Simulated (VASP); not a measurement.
Computed with PBE GGA, VASP's PBE PAW potentials (set 64) (plane waves; VASP).

Input for VASP

### POSCAR
```
SnSi63
1
   10.9370747000     0.0000000000     0.0000000000
    0.0000000000    10.9370747000     0.0000000000
   -0.0000000000    -0.0000000000    10.9370747000
Si Sn
63 1
Direct
  0.5000000000   0.0000000000   0.0000000000
  0.6250000000   0.1250000000   0.1250000000
  0.7500000000   0.2500000000   0.0000000000
  0.8750000000   0.3750000000   0.1250000000
  0.7500000000   0.0000000000   0.2500000000
  0.8750000000   0.1250000000   0.3750000000
  0.0000000000   0.0000000000   0.0000000000
  0.1250000000   0.1250000000   0.1250000000
  0.2500000000   0.2500000000   0.0000000000
  0.3750000000   0.3750000000   0.1250000000
  0.5000000000   0.5000000000   0.0000000000
  0.6250000000   0.6250000000   0.1250000000
  0.7500000000   0.7500000000   0.0000000000
  0.8750000000   0.8750000000   0.1250000000
  0.2500000000   0.0000000000   0.2500000000
  0.3750000000   0.1250000000   0.3750000000
  0.5000000000   0.2500000000   0.2500000000
  0.6254290000   0.3793020000   0.3786580000
  0.7500000000   0.5000000000   0.2500000000
  0.8750000000   0.6250000000   0.3750000000
  0.5000000000   0.0000000000   0.5000000000
  0.6250000000   0.1250000000   0.6250000000
  0.7500000000   0.2500000000   0.5000000000
  0.8750000000   0.3750000000   0.6250000000
  0.7500000000   0.0000000000   0.7500000000
  0.8750000000   0.1250000000   0.8750000000
  0.0000000000   0.5000000000   0.0000000000
  0.1250000000   0.6250000000   0.1250000000
  0.2500000000   0.7500000000   0.0000000000
  0.3750000000   0.8750000000   0.1250000000
  0.0000000000   0.2500000000   0.2500000000
  0.1250000000   0.3750000000   0.3750000000
  0.2500000000   0.5000000000   0.2500000000
  0.3759740000   0.6267570000   0.3753710000
  0.5000000000   0.7500000000   0.2500000000
  0.6250000000   0.8750000000   0.3750000000
  0.0000000000   0.0000000000   0.5000000000
  0.1250000000   0.1250000000   0.6250000000
  0.2500000000   0.2500000000   0.5000000000
  0.3761170000   0.3793120000   0.6265250000
  0.6228090000   0.6212300000   0.6266010000
  0.7500000000   0.7500000000   0.5000000000
  0.8750000000   0.8750000000   0.6250000000
  0.2500000000   0.0000000000   0.7500000000
  0.3750000000   0.1250000000   0.8750000000
  0.5000000000   0.2500000000   0.7500000000
  0.6250000000   0.3750000000   0.8750000000
  0.7500000000   0.5000000000   0.7500000000
  0.8750000000   0.6250000000   0.8750000000
  0.0000000000   0.7500000000   0.2500000000
  0.1250000000   0.8750000000   0.3750000000
  0.0000000000   0.5000000000   0.5000000000
  0.1250000000   0.6250000000   0.6250000000
  0.2500000000   0.7500000000   0.5000000000
  0.3750000000   0.8750000000   0.6250000000
  0.0000000000   0.2500000000   0.7500000000
  0.1250000000   0.3750000000   0.8750000000
  0.2500000000   0.5000000000   0.7500000000
  0.3750000000   0.6250000000   0.8750000000
  0.5000000000   0.7500000000   0.7500000000
  0.6250000000   0.8750000000   0.8750000000
  0.0000000000   0.7500000000   0.7500000000
  0.1250000000   0.8750000000   0.8750000000
  0.4995110000   0.4974630000   0.5035510000
```

### INCAR
```
SYSTEM = SnSi63
PREC = Normal; ENCUT = 400; LREAL = Auto
LASPH = .TRUE.; ISYM = 0
EDIFF = 1E-5; NELM = 100; NELMIN = 4
ALGO = Fast; LMAXMIX = 4
ISMEAR = 0; SIGMA = 0.05
GGA = PE
IBRION = 2; NSW = 60; ISIF = 2
EDIFFG = -0.03
LWAVE = .TRUE.; LCHARG = .FALSE.
```

**KPOINTS**
```
Automatic mesh
0
Gamma
1 1 1
0 0 0
```

POTCAR, in this order: Si Sn (PBE.64 set). Program: vasp_gam.

What VASP printed:

### OSZICAR
```
       N       E                     dE             d eps       ncg     rms          rms(c)
DAV:   1     0.116322069692E+04    0.11632E+04   -0.95901E+04   322   0.113E+03
DAV:   2    -0.180896740932E+03   -0.13441E+04   -0.12667E+04   412   0.203E+02
DAV:   3    -0.338294740660E+03   -0.15740E+03   -0.14868E+03   396   0.608E+01
DAV:   4    -0.343208165963E+03   -0.49134E+01   -0.48825E+01   364   0.132E+01
DAV:   5    -0.343368821422E+03   -0.16066E+00   -0.16006E+00   396   0.243E+00    0.277E+01
RMM:   6    -0.338877610129E+03    0.44912E+01   -0.23522E+00   322   0.247E+00    0.169E+01
RMM:   7    -0.336802658350E+03    0.20750E+01   -0.62843E+00   322   0.421E+00    0.101E+00
RMM:   8    -0.336878917396E+03   -0.76259E-01   -0.58045E-01   322   0.154E+00    0.512E-01
RMM:   9    -0.336898782527E+03   -0.19865E-01   -0.16087E-01   322   0.747E-01    0.540E-01
RMM:  10    -0.336901813213E+03   -0.30307E-02   -0.27715E-02   329   0.352E-01    0.577E-01
RMM:  11    -0.336900737962E+03    0.10753E-02   -0.82138E-03   323   0.193E-01    0.127E+00
RMM:  12    -0.336903440775E+03   -0.27028E-02   -0.25884E-02   343   0.302E-01    0.540E-01
RMM:  13    -0.336904641948E+03   -0.12012E-02   -0.16383E-03   322   0.911E-02    0.213E-01
RMM:  14    -0.336904668160E+03   -0.26212E-04   -0.40535E-04   332   0.396E-02    0.247E-01
RMM:  15    -0.336904722815E+03   -0.54655E-04   -0.10275E-03   332   0.548E-02    0.639E-02
RMM:  16    -0.336904740109E+03   -0.17295E-04   -0.11985E-04   322   0.188E-02    0.513E-02
RMM:  17    -0.336904741452E+03   -0.13430E-05   -0.20664E-05   210   0.775E-03
   1 F= -.33690474E+03 E0= -.33690474E+03  d E =-.336905E+03
       N       E                     dE             d eps       ncg     rms          rms(c)
DAV:   1    -0.337850732384E+03   -0.94599E+00   -0.27418E+01   332   0.914E+00    0.269E+00
RMM:   2    -0.337979719838E+03   -0.12899E+00   -0.16047E+00   322   0.250E+00    0.973E-01
RMM:   3    -0.337994232276E+03   -0.14512E-01   -0.28157E-01   329   0.112E+00    0.524E-01
RMM:   4    -0.337995008892E+03   -0.77662E-03   -0.46144E-02   339   0.490E-01    0.294E-01
RMM:   5    -0.337995676484E+03   -0.66759E-03   -0.95418E-03   340   0.215E-01    0.106E-01
RMM:   6    -0.337995839353E+03   -0.16287E-03   -0.21132E-03   361   0.987E-02    0.439E-02
RMM:   7    -0.337995873748E+03   -0.34395E-04   -0.41026E-04   336   0.424E-02    0.133E-02
RMM:   8    -0.337995880006E+03   -0.62578E-05   -0.81178E-05   266   0.192E-02
   2 F= -.33799588E+03 E0= -.33799588E+03  d E =-.109114E+01
       N       E                     dE             d eps       ncg     rms          rms(c)
DAV:   1    -0.337998369275E+03   -0.24955E-02   -0.10640E-01   380   0.547E-01    0.143E-01
RMM:   2    -0.337998821015E+03   -0.45174E-03   -0.54995E-03   322   0.152E-01    0.568E-02
RMM:   3    -0.337998881235E+03   -0.60220E-04   -0.10432E-03   327   0.686E-02    0.263E-02
RMM:   4    -0.337998885997E+03   -0.47618E-05   -0.16810E-04   324   0.299E-02    0.126E-02
RMM:   5    -0.337998887022E+03   -0.10254E-05   -0.31847E-05   226   0.131E-02
   3 F= -.33799889E+03 E0= -.33799889E+03  d E =-.109415E+01
       N       E                     dE             d eps       ncg     rms          rms(c)
DAV:   1    -0.338096745157E+03   -0.97859E-01   -0.24498E+00   340   0.283E+00    0.773E-01
RMM:   2    -0.338110068386E+03   -0.13323E-01   -0.15107E-01   322   0.809E-01    0.302E-01
RMM:   3    -0.338112361634E+03   -0.22932E-02   -0.29581E-02   333   0.370E-01    0.147E-01
RMM:   4    -0.338112427505E+03   -0.65871E-04   -0.39320E-03   332   0.158E-01    0.659E-02
RMM:   5    -0.338112501981E+03   -0.74476E-04   -0.91053E-04   343   0.701E-02    0.243E-02
RMM:   6    -0.338112514764E+03   -0.12783E-04   -0.21295E-04   329   0.321E-02    0.112E-02
RMM:   7    -0.338112518124E+03   -0.33594E-05   -0.38367E-05   234   0.142E-02
   4 F= -.33811252E+03 E0= -.33811252E+03  d E =-.113631E+00
       N       E                     dE             d eps       ncg     rms          rms(c)
DAV:   1    -0.338116601061E+03   -0.40863E-02   -0.18103E-01   364   0.767E-01    0.206E-01
RMM:   2    -0.338117570540E+03   -0.96948E-03   -0.10905E-02   322   0.219E-01    0.802E-02
RMM:   3    -0.338117740748E+03   -0.17021E-03   -0.21470E-03   333   0.100E-01    0.391E-02
RMM:   4    -0.338117747486E+03   -0.67375E-05   -0.30054E-04   333   0.432E-02    0.172E-02
RMM:   5    -0.338117752766E+03   -0.52806E-05   -0.68344E-05   279   0.191E-02
   5 F= -.33811775E+03 E0= -.33811775E+03  d E =-.118866E+00
       N       E                     dE             d eps       ncg     rms          rms(c)
DAV:   1    -0.338138760488E+03   -0.21013E-01   -0.47982E-01   348   0.132E+00    0.379E-01
RMM:   2    -0.338141236758E+03   -0.24763E-02   -0.28375E-02   322   0.377E-01    0.142E-01
RMM:   3    -0.338141608521E+03   -0.37176E-03   -0.49887E-03   329   0.173E-01    0.682E-02
RMM:   4    -0.338141644423E+03   -0.35903E-04   -0.81732E-04   331   0.758E-02    0.301E-02
RMM:   5    -0.338141659938E+03   -0.15514E-04   -0.19149E-04   341   0.347E-02    0.923E-03
RMM:   6    -0.338141663311E+03   -0.33730E-05   -0.42224E-05   246   0.151E-02
   6 F= -.33814166E+03 E0= -.33814166E+03  d E =-.239105E-01
       N       E                     dE             d eps       ncg     rms          rms(c)
DAV:   1    -0.338144160672E+03   -0.25007E-02   -0.14260E-01   364   0.718E-01    0.206E-01
RMM:   2    -0.338144889887E+03   -0.72921E-03   -0.83714E-03   322   0.205E-01    0.772E-02
RMM:   3    -0.338145000138E+03   -0.11025E-03   -0.14845E-03   331   0.940E-02    0.368E-02
RMM:   4    -0.338145010950E+03   -0.10812E-04   -0.24143E-04   331   0.410E-02    0.163E-02
RMM:   5    -0.338145015287E+03   -0.43375E-05   -0.55512E-05   281   0.189E-02
   7 F= -.33814502E+03 E0= -.33814502E+03  d E =-.272625E-01
       N       E                     dE             d eps       ncg     rms          rms(c)
DAV:   1    -0.338148681442E+03   -0.36705E-02   -0.10669E-01   348   0.614E-01    0.175E-01
RMM:   2    -0.338149221639E+03   -0.54020E-03   -0.61319E-03   322   0.176E-01    0.665E-02
RMM:   3    -0.338149283745E+03   -0.62106E-04   -0.10949E-03   330   0.811E-02    0.309E-02
RMM:   4    -0.338149294156E+03   -0.10412E-04   -0.19102E-04   338   0.358E-02    0.165E-02
RMM:   5    -0.338149296180E+03   -0.20234E-05   -0.35572E-05   240   0.151E-02
   8 F= -.33814930E+03 E0= -.33814930E+03  d E =-.428089E-02
       N       E                     dE             d eps       ncg     rms          rms(c)
DAV:   1    -0.338149570901E+03   -0.27675E-03   -0.16465E-02   364   0.241E-01    0.684E-02
RMM:   2    -0.338149657314E+03   -0.86413E-04   -0.96765E-04   322   0.703E-02    0.261E-02
RMM:   3    -0.338149668226E+03   -0.10912E-04   -0.17622E-04   329   0.327E-02    0.124E-02
RMM:   4    -0.338149669958E+03   -0.17322E-05   -0.30721E-05   215   0.146E-02
   9 F= -.33814967E+03 E0= -.33814967E+03  d E =-.465467E-02
       N       E                     dE             d eps       ncg     rms          rms(c)
DAV:   1    -0.338150697733E+03   -0.10295E-02   -0.37574E-02   348   0.371E-01    0.989E-02
RMM:   2    -0.338150871951E+03   -0.17422E-03   -0.20206E-03   322   0.101E-01    0.384E-02
RMM:   3    -0.338150896401E+03   -0.24450E-04   -0.36692E-04   330   0.471E-02    0.179E-02
RMM:   4    -0.338150900189E+03   -0.37885E-05   -0.63410E-05   304   0.209E-02
  10 F= -.33815090E+03 E0= -.33815090E+03  d E =-.123023E-02
```

OUTCAR:
```
------------------------ aborting loop because EDIFF is reached ----------------------------------------
  FORCE on cell =-STRESS in cart. coord.  units (eV):
  Direction    XX          YY          ZZ          XY          YZ          ZX
  --------------------------------------------------------------------------------------
  Total       13.8482842     13.8352381     13.8402209     -0.0706438     -0.0231087      0.0159626
  in kB       16.9591083     16.9431317     16.9492338     -0.0865130     -0.0282997      0.0195484
  external PRESSURE =      16.9504913 kB  Pullay stress =       0.0000000 kB
  volume of cell :     1308.29
      direct lattice vectors                 reciprocal lattice vectors
    10.937074700  0.000000000  0.000000000     0.091432127  0.000000000  0.000000000
     0.000000000 10.937074700  0.000000000     0.000000000  0.091432127  0.000000000
     0.000000000  0.000000000 10.937074700     0.000000000  0.000000000  0.091432127
 POSITION                                       TOTAL-FORCE (eV/Angst)
 -----------------------------------------------------------------------------------
      5.46843      0.00150      0.00340         0.001698     -0.003963      0.008516
      6.83638      1.35349      1.35663         0.007795     -0.000773     -0.009421
      8.20385      2.73235      0.00118        -0.004068      0.008068     -0.003358
      9.58293      4.10062      1.35633         0.001526     -0.004946     -0.009757
      8.20424     10.93637      2.73496        -0.002191     -0.008804      0.004810
      9.58515      1.35399      4.10050        -0.002250      0.000074     -0.000657
     10.93693      0.00015     10.93687         0.002384     -0.002878      0.005320
      1.36925      1.36906      1.36907        -0.014392     -0.008619     -0.016928
      2.73471      2.73424      0.00236        -0.001003      0.001051      0.005630
      4.10305      4.10213      1.36808        -0.001763      0.004880      0.007292
      5.46826      5.46818      0.00163         0.002337     -0.000652      0.003959
      6.83568      6.83562      1.36575        -0.005518      0.001442      0.010662
      8.20364      8.20395      0.00025        -0.001856     -0.002040      0.012959
      9.56824      9.56816      1.36939         0.011797      0.015960     -0.017293
      2.73483      0.00398      2.73505        -0.000131      0.000078      0.005364
      4.10350      1.36909      4.10354        -0.002215      0.007653     -0.002599
      5.47453      2.70968      2.70918        -0.003123     -0.005860      0.003430
      6.93753      4.00512      4.00546        -0.005351     -0.004227     -0.006375
      8.23171      5.46828      2.70738        -0.004344     -0.006313      0.007018
      9.57185      6.83655      4.10329        -0.012424      0.002975     -0.001540
      5.46835      0.00055      5.46834         0.002332     -0.002260      0.006973
      6.83451      1.36657      6.83496        -0.000692      0.013492     -0.002873
      8.23236      2.70633      5.46664        -0.001411     -0.000409     -0.000915
      9.57253      4.10148      6.83623        -0.010687      0.005733     -0.003957
      8.20262      0.00199      8.20338        -0.001405      0.003356      0.002881
      9.56831      1.36888      9.56826         0.012734     -0.006835      0.011899
     10.93546      5.46858      0.00427         0.002431     -0.000146      0.006524
      1.35278      6.83659      1.35528         0.000498      0.003696     -0.004941
      2.73251      8.20501      0.00161         0.008807     -0.007978     -0.005160
      4.10031      9.58567      1.35535        -0.003024     -0.001798     -0.004568
      0.00229      2.73447      2.73411         0.005297      0.000819      0.006216
      1.36741      4.10272      4.10271         0.008148      0.004502     -0.000881
      2.70808      5.47323      2.70749        -0.005470     -0.003878      0.000499
      4.00169      6.93907      4.00174         0.002927     -0.009333      0.003985
      5.46709      8.23255      2.70625        -0.000160     -0.001283      0.001999
      6.83603      9.57110      4.10378        -0.002344     -0.009706     -0.003217
     10.93461     10.93619      5.46866        -0.001709      0.001745      0.004206
      1.35217      1.35093      6.83608        -0.005883      0.004075      0.007410
      2.70505      2.70627      5.47362         0.003110     -0.000002      0.006753
      3.99426      4.00026      6.94594         0.011149      0.001941     -0.019571
      6.93622      6.93490      6.94381        -0.002293      0.006758     -0.008400
      8.22892      8.22871      5.47452         0.001674      0.000971      0.000665
      9.58192      9.58381      6.83687         0.002468      0.002334      0.003954
      2.73403     10.93679      8.20388         0.004974     -0.008760      0.001354
      4.10105      1.35244      9.58642        -0.004182      0.001814     -0.004077
      5.46598      2.70536      8.23366        -0.005651      0.002662     -0.000004
      6.83576      4.10111      9.57372        -0.001208      0.004772     -0.014194
      8.23405      5.46965      8.23505        -0.002446      0.006650      0.000602
      9.58618      6.83695      9.58596        -0.001401      0.003484     -0.000464
     10.93706      8.20493      2.73435        -0.008151     -0.004744      0.009949
      1.35330      9.58686      4.10065        -0.005567     -0.002254     -0.000050
     10.93706      5.46864      5.46819         0.002247     -0.002644      0.008320
      1.36476      6.83613      6.83498         0.013320      0.000838     -0.003425
      2.70551      8.23299      5.46578        -0.000840     -0.000302      0.004674
      4.10242      9.57176      6.83590        -0.001138     -0.009973     -0.005488
      0.00047      2.73327      8.20415        -0.004777      0.004905      0.001021
      1.35108      4.10103      9.58868        -0.004122     -0.002226     -0.004104
      2.70072      5.46939      8.23732         0.014114     -0.009860     -0.006615
      4.10158      6.83675      9.57498         0.000452      0.002894     -0.011498
      5.47085      8.23361      8.23454         0.004407     -0.004126      0.005710
      6.83640      9.58673      9.58625         0.002702      0.002844      0.001510
      0.00018      8.20457      8.20321         0.010854     -0.006274      0.001249
      1.36910      9.56844      9.56826        -0.013856      0.015282      0.011257
      5.46401      5.46800      5.47614         0.006865      0.006121     -0.012242
 -----------------------------------------------------------------------------------
    total drift:                               -0.027413     -0.030620      0.007409
  FREE ENERGIE OF THE ION-ELECTRON SYSTEM (eV)
  ---------------------------------------------------
  free  energy   TOTEN  =      -338.1509001894 eV

  energy  without entropy=     -338.1509001894  energy(sigma->0) =     -338.15090019

 reached required accuracy - stopping structural energy minimisation
```
(Selected blocks of OUTCAR.)

File CONTCAR:
```
SnSi63
   1.00000000000000
    10.9370747000000001    0.0000000000000000    0.0000000000000000
     0.0000000000000000   10.9370747000000001    0.0000000000000000
     0.0000000000000000    0.0000000000000000   10.9370747000000001
  Si              Sn
    63     1
Direct
     0.4999901734549345    0.0001371575665338    0.0003106512955530
     0.6250651362020487    0.1237520289709688    0.1240395327223768
     0.7500954503387408    0.2498248407055250    0.0001076847949488
     0.8761875922635556    0.3749283016448893    0.1240121304072953
     0.7501308776548961    0.9999356836397173    0.2500634460323698
     0.8763908069603703    0.1237978580489132    0.3749175875945643
     0.9999864651263017    0.0000132634258632    0.9999810845615797
     0.1251930515193317    0.1251757780419441    0.1251771393658586
     0.2500402043398982    0.2499970941265890    0.0002154591029426
     0.3751508484166134    0.3750662274474281    0.1250862470220870
     0.4999747956210294    0.4999671412466795    0.0001494338495760
     0.6250010790729847    0.6249956042900122    0.1248738324321240
     0.7500766334775543    0.7501049527359215    0.0000228594724427
     0.8748448859535708    0.8748373023365460    0.1252060331767455
     0.2500510382737258    0.0003635335765239    0.2500712680163586
     0.3751914816815983    0.1251785856917460    0.3751949382085144
     0.5005474911081654    0.2477519750575835    0.2477058111110532
     0.6343130803351636    0.3661966175784276    0.3662274163300636
     0.7526428537133257    0.4999762471731033    0.2475413713090382
     0.8751741844502345    0.6250804285256917    0.3751724912627182
     0.4999831173201870    0.0000505121694158    0.4999821351019177
     0.6248938599000587    0.1249486232646677    0.6249350219042020
     0.7527017647743220    0.2474455442743562    0.4998268257214443
     0.8752371227577512    0.3750074094080650    0.6250507282111857
     0.7499827458526411    0.0001821060808188    0.7500520761852232
     0.8748506288700536    0.1251593416764493    0.8748460605865594
     0.9998524115666859    0.5000041196059171    0.0003902292147396
     0.1236874608543534    0.6250838547390383    0.1239160074466070
     0.2498393732644648    0.7502014929919490    0.0001474250468527
     0.3748997171625097    0.8764380958057286    0.1239227766009582
     0.0002089672175209    0.2500182828365065    0.2499856936615249
     0.1250255882412642    0.3751205782995691    0.3751194902861974
     0.2476051229498278    0.5004290771083476    0.2475519343328258
     0.3658834145283021    0.6344535199451669    0.3658874707339353
     0.4998676292859112    0.7527191894539614    0.2474379669733621
     0.6250325386615900    0.8751057448714743    0.3752177130589472
     0.9997749152102503    0.9999191774251784    0.5000111446266902
     0.1236322307717883    0.1235187175985185    0.6250376260890287
     0.2473286422139351    0.2474402922833244    0.5004647568857049
     0.3652036999319324    0.3657524220906360    0.6350818188547644
     0.6341933732374017    0.6340728755259702    0.6348869923417031
     0.7523874134960088    0.7523684452335809    0.5005474008257041
     0.8760957422908043    0.8762677537107365    0.6251095613035381
     0.2499781554633210    0.9999738064889964    0.7500981926739863
     0.3749678704734595    0.1236566587753760    0.8765064629970274
     0.4997665564089721    0.2473566405105660    0.7528213999868417
     0.6250077531564389    0.3749732118134513    0.8753455444363293
     0.7528570669419637    0.5001019308557287    0.7529477414852758
     0.8764843868211779    0.6251166508419164    0.8764644072083506
     0.9999983161712171    0.7501938730799018    0.2500072132325775
     0.1237350268903580    0.8765465980764420    0.3749314320350262
     0.9999987296386387    0.5000093825477246    0.4999681442001800
     0.1247830719267331    0.6250423052059239    0.6249371791134291
     0.2473706737634370    0.7527600363308612    0.4997477419073298
     0.3750925830980048    0.8751666121137217    0.6250208308204597
     0.0000429949441967    0.2499085722449510    0.7501229719979584
     0.1235319076917295    0.3749659021647752    0.8767134830470028
     0.2469321233718124    0.5000783339480480    0.7531557852495285
     0.3750163736880618    0.6250983006157225    0.8754610124329085
     0.5002110572520067    0.7528169255641660    0.7529014306095463
     0.6250664766875850    0.8765351717674592    0.8764916266545991
     0.0000168247413663    0.7501617387135943    0.7500366250507782
     0.1251801444476389    0.8748626419426964    0.8748465335585875
     0.4995862960982638    0.4999509081679947    0.5006949672404568
```

The supercell is sampled at Γ alone, which is coarse: total energies, pressure and levels can be off, energies of defects by several tenths of an eV.

The cell is a supercell with a defect, built from Si (diamond): Sn_Si. The run is not spin-polarised, so no state with unpaired spins was tried.
